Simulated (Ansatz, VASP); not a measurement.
# One calculation of RbP3, two programs

```
Rb P
1.0
     4.36191    0.00000    0.00000
     0.00000    4.36191    0.00000
     0.00000    0.00000    4.36191
Rb P
1 3
Cartesian
  0.0000 0.0000 0.0000
  0.0000 2.1810 2.1810
  2.1810 0.0000 2.1810
  2.1810 2.1810 0.0000
```

Change from the starting cell: species swapped into the NdPt3 type (Pm-3m, No. 221).

Alike in both runs: task relaxation of cell and atoms; functional PBE; k mesh 10 × 10 × 10; occupations gaussian, width 0.1 eV; no spin polarisation.

|  | VASP | Ansatz |
| --- | --- | --- |
| version | VASP 6.6.1 | Ansatz 0.2.0 |
| potentials or method | VASP PAW PBE potentials, release 64 (Rb_sv, P) | scalar-relativistic, plane waves, PAW |
| plane-wave cutoff (eV) | 600 | 420 |
| valence electrons in the cell | 24 | 24 |

Ansatz gave:

```
gap on the k mesh at the Fermi level, each at its own relaxed structure (eV) : none
relaxed volume (Å³/atom)                                                     : 20.75
relaxed cell length with the largest relative difference (Å)                 : 4.362
```

Task: Estimate VASP's values.

Result: gap on the k mesh at the Fermi level, each at its own relaxed structure (eV): none; relaxed volume (Å³/atom): 20.81; relaxed cell length with the largest relative difference (Å): 4.366.

A gap of «none» marks a metal or a gap that the smearing closes.
